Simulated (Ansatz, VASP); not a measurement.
# Cross-check of LuH2 between VASP and Ansatz, part 2 of 2

One calculation is typed for both programs; each brings its own data sets. How far apart do they land? The cell is taken from a series of runs on this material, whose earlier steps may have relaxed, scaled, displaced or heated it; both programs get it as it stands.

VASP 6.6.1 and Ansatz 0.2.0.

So far. Step 2 (VASP: relaxation of cell and atoms, PBEsol): The data set Lu_3 holds the 4f electrons frozen in the core, so no f bands or f moments appear.

## 5. Ansatz: zone-centre phonons, PBEsol

Level of this step: Ansatz beside VASP: Kohn-Sham DFT, plane waves, PBEsol (Ansatz).

Second derivatives magnify differences that forces hide, and they need a tight electronic threshold.

The cell is taken from a series of runs on this material, whose earlier steps may have relaxed, scaled, displaced or heated it; both programs get it as it stands.

The input, input.yaml:

```yaml
crystal:
  lattice:
    - [0.0, 2.4770976385, 2.4770976385]
    - [2.4770976385, 0.0, 2.4770976385]
    - [2.4770976385, 2.4770976385, 0.0]
  atoms:
    - { symbol: Lu, position: [0.0, 0.0, 0.0] }
    - { symbol: H, position: [0.25, 0.25, 0.25] }
    - { symbol: H, position: [0.75, 0.75, 0.75] }
kpoints:
  mp_grid: { grid: [16, 16, 16] }
hamiltonian:
  xc: pbesol
  pseudopotentials: { kind: nc }
scf:
  occupations: { method: methfessel_paxton, width: 0.15 }
output:
  eigenvalues: true
phonons:
  method: dfpt
```

Launch:

```bash
$ ansatz run input.yaml --threads 4 --pin off --max-ram 7168MiB --backend cpu --events-out ev --progress --plain --runs-dir out
```

Numbers of over 12 decimals in the logs are rounded to 6 here.

The log of the run:

```text
zone centre: on kpoints.mp_grid the ground state, and the responses unless they are solved on pairs of k-points, stand on 349 of the mesh's 4096 k-points, reduced under 8 symmetry operations, with k and −k counted as one. Each operation leaves every solved displacement unchanged or reverses it
[...]
Crystal: 3 atoms, lattice volume = 30.399 Å³
[...]
k mesh reduced under 8 symmetry operations, with k and −k counted as one. Each operation leaves every solved displacement unchanged or reverses it
  ASR residual: 1.148e-4 → 0.000e0 eV/Å²; symmetrization residual: 1.477e-6 eV/Å²
  ASR residual per site (eV/Å²): 1.15e-4 8.38e-6 8.38e-6
  Γ frequencies (cm⁻¹): 0.00 0.00 0.00 996.20 996.20 996.20 1205.63 1205.63 1205.63
  non-analytic LO–TO correction: not included (Born effective charges unavailable; polar crystals: no LO–TO splitting at Γ)
[key lines of the parts left out:]
SCF converged after 10 iterations
Free energy (F): -6739.955807 eV
Fermi energy:    14.751933 eV
```

## 6. VASP: zone-centre phonons, PBEsol

The same cell, functional, mesh and smearing now go to VASP, with its own data sets.

The input, INCAR:

```
SYSTEM = LuH2
PREC = Accurate
ENCUT = 500
EDIFF = 1E-08
NELM = 120
ISMEAR = 1
SIGMA = 0.15
LREAL = .FALSE.
ALGO = Normal
GGA = PS
NBANDS = 11
LORBIT = 11
LWAVE = .FALSE.
LCHARG = .FALSE.
ISIF = 2
IBRION = 8
LASPH = .TRUE.
GGA_COMPAT = .FALSE.
KPAR = 2
```

The input, POSCAR:

```
LuH2
1.0
    0.0000000000      2.4770976385      2.4770976385
    2.4770976385      0.0000000000      2.4770976385
    2.4770976385      2.4770976385      0.0000000000
Lu H
1 2
Direct
    0.0000000000      0.0000000000      0.0000000000
    0.2500000000      0.2500000000      0.2500000000
    0.7500000000      0.7500000000      0.7500000000
```

The input, KPOINTS:

```
Automatic mesh
0
Gamma
16 16 16
0 0 0
```

PAW data sets: Lu_3 and H (PBE family, release 64).

Launch:

```bash
$ mpirun -np 2 vasp_std
```

The log of the run:

```text
[banner, memory and clock lines left out]
running    2 mpi-ranks, on    1 nodes
[...]
[... a notice as in an earlier step ...]

 LDA part: xc-table for (Slater+PW92), standard interpolation
 POSCAR, INCAR and KPOINTS ok, starting setup
[...]
entering main loop
       N       E                     dE             d eps       ncg     rms          rms(c)
DAV:   1     0.151059713709E+02    0.15106E+02   -0.52211E+03  4925   0.102E+03
DAV:   2    -0.134665144178E+02   -0.28572E+02   -0.27366E+02  5128   0.396E+02
DAV:   3    -0.142270221640E+02   -0.76051E+00   -0.75637E+00  5126   0.564E+01
DAV:   4    -0.142312266623E+02   -0.42045E-02   -0.42030E-02  5051   0.184E+00
[...]
DAV:  13    -0.136948491973E+02   -0.54175E-07   -0.12698E-08  3118   0.117E-03    0.267E-03
DAV:  14    -0.136948492233E+02   -0.26089E-07   -0.56104E-09  2186   0.146E-03    0.675E-04
DAV:  15    -0.136948492240E+02   -0.65222E-09   -0.32523E-09  2216   0.954E-04
   1 F= -.13694849E+02 E0= -.13694668E+02  d E =-.543578E-03
[...]
RMM:  11    -0.959747177412E-01   -0.19179E-07   -0.11595E-07 19873   0.798E-04    0.898E-06
RMM:  12    -0.959747484643E-01   -0.30723E-07   -0.49988E-08 19890   0.753E-04    0.252E-06
RMM:  13    -0.959747486386E-01   -0.17429E-09   -0.23494E-08 19341   0.724E-04    0.193E-06
 first order change of Fermi-energy   0.10618E-03
 force on displaced ion       1 direction 1 :  -7.507   0.000   0.000
 Linear response progress:
  Degree of freedom:   2/  2
       N       E                     dE             d eps       ncg     rms          rms(c)
RMM:   1    -0.195975921833E-01   -0.19598E-01   -0.32677E-02 17407   0.845E+00
RMM:   2    -0.165141146321E-01    0.30835E-02   -0.40936E-03 29209   0.591E-01    0.198E-01
RMM:   3    -0.168750057556E-01   -0.36089E-03   -0.18392E-04 29386   0.130E-01    0.117E-01
RMM:   4    -0.176221904162E-01   -0.74718E-03   -0.94754E-05 27605   0.111E-01    0.498E-03
[...]
RMM:  11    -0.176315533538E-01    0.19759E-07   -0.25995E-09 33656   0.148E-04    0.161E-06
RMM:  12    -0.176315654225E-01   -0.12069E-07   -0.26363E-09 30177   0.145E-04    0.538E-07
RMM:  13    -0.176315626853E-01    0.27372E-08   -0.27147E-09 28470   0.142E-04    0.240E-07
 first order change of Fermi-energy  -0.56634E-05
 force on displaced ion       2 direction 1 :  -4.623  -0.000  -0.000
 Linear response finished
```

From OUTCAR (step 6):

```text
  Total        0.0648047      0.0648047      0.0648047     -0.0000000     -0.0000000      0.0000000
  in kB        3.4155274      3.4155274      3.4155274     -0.0000000     -0.0000000      0.0000000
  external PRESSURE =       3.4155274 kB  Pullay stress =       0.0000000 kB

 POSITION                                       TOTAL-FORCE (eV/Angst)
 -----------------------------------------------------------------------------------
      0.00000      0.00000      0.00000        -0.000000     -0.000000     -0.000000
      1.23855      1.23855      1.23855         0.000000      0.000000      0.000000
      3.71565      3.71565      3.71565        -0.000000     -0.000000     -0.000000
 -----------------------------------------------------------------------------------
    total drift:                               -0.000000     -0.000000      0.000000

[... 1 part as in an earlier step ...]

[... 1 further part left out ...]
```

## 7. Differences

What differs besides the data sets and the points named for the pairs above, as far as they apply: the data sets hold 27 valence electrons in Ansatz (on norm-conserving files, of PseudoDojo where its log says so) and 11 in VASP. Total energies have different zeros and are not compared.

Compared:

```csv
quantity,Ansatz,VASP,difference
optical mode 1 to 3 (cm⁻¹),996.2,1016.6,-2.00 %
optical mode 4 to 6 (cm⁻¹),1205.6,1221.6,-1.31 %
```

Modes are paired by rising frequency, not by their patterns, so a pair may set unlike modes beside each other; they are those without the splitting of longitudinal modes.

## 8. What came out

- difference in volume (relaxation of cell and atoms, PBEsol): -0.31 %
- r.m.s. difference of the optical zone-centre modes, each program's sorted by frequency (zone-centre phonons, PBEsol): 18 cm⁻¹
- difference in optical mode 1 to 3 (zone-centre phonons, PBEsol): -2.0 %

The difference in volume is -0.31 % (relaxation of cell and atoms, PBEsol), within the 1.2 % picked in this series as the mark of a large difference, as far as the stopping tolerances let one tell. The data sets hold unlike numbers of valence electrons (27 in Ansatz and 11 in VASP), so part of the differences comes from the potentials. Among the rows given in per cent, the largest difference of the zone-centre phonons, PBEsol pair is in optical mode 1 to 3, -2.0 %. How closely two codes agree says nothing of how well the functional describes the real material.

[Lines on the potential files, build, host, timing and source positions are cut from VASP's logs without a mark.]

[Logs are printed without paths, hosts, clocks, repeated set-up lines and the standing remarks that a program may print on its own settings, such as how far it seeks lower states.]

[Hosts, paths, dates, database ids (printed as entryN), source tags and the programs' standing remarks are cut or masked in the printed files.]
